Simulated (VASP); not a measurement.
An input for Ansatz (written as the equivalent of a VASP run, and not itself run):

Ansatz 0.2 input:
```yaml
crystal:
  lattice:
    - [0.0000000, 2.0250000, 2.0250000]
    - [2.0250000, 0.0000000, 2.0250000]
    - [2.0250000, 2.0250000, 0.0000000]
  atoms:
    - { symbol: Al, position: [0.0000000, 0.0000000, 0.0000000] }
kpoints:
  mp_grid: { grid: [12, 12, 12] }
hamiltonian:
  xc: pbe
  pseudopotentials: { kind: paw }
magnetization: { noncollinear: true, spin_orbit: true }
scf:
  occupations: { method: methfessel_paxton, width: 0.1 }
  max_iter: 100
output: { forces: true, stress: true, eigenvalues: true }
```

Task: Translate this input to VASP (INCAR, KPOINTS, POSCAR, choice of POTCAR).

Result: One answer among several that fit: 
File KPOINTS:
```
Automatic mesh
0
Gamma
12 12 12
0 0 0
```

**POSCAR**
```
Al
1
    0.0000000000     2.0250000000     2.0250000000
    2.0250000000     0.0000000000     2.0250000000
    2.0250000000     2.0250000000     0.0000000000
Al
1
Direct
  0.0000000000   0.0000000000   0.0000000000
```

### INCAR
```
LSORBIT=.True.
PREC=Accurate
ISIF=2   # forces and stress, cell fixed
GGA_COMPAT=.False.
MAGMOM=3*0
SYSTEM=Al
LASPH=.True.   # aspherical one-centre terms
LREAL=.False.   # projection in real space or not
EDIFF=1E-6
ENCUT=400   # plane-wave cut-off (eV)
NELM=100   # most electronic steps
GGA=PE
LCHARG=.False.
ISMEAR=1   # Methfessel-Paxton
SIGMA=0.1   # width (eV)
ALGO=Normal   # blocked Davidson
LWAVE=.False.
```

POTCAR, in this order: Al (PBE.64 set). Program: vasp_ncl.

The two are equivalent in intent, not identical: each code has its own PAW files, so the cut-off isn't converted (ENCUT is set for VASP's; basis.ecutwfc is left out, and Ansatz then takes the one that its files recommend); Ansatz stops its SCF on the density residual and VASP on the energy change (EDIFF).

The compound is Al in the fcc structure. The cell was not relaxed at this level.
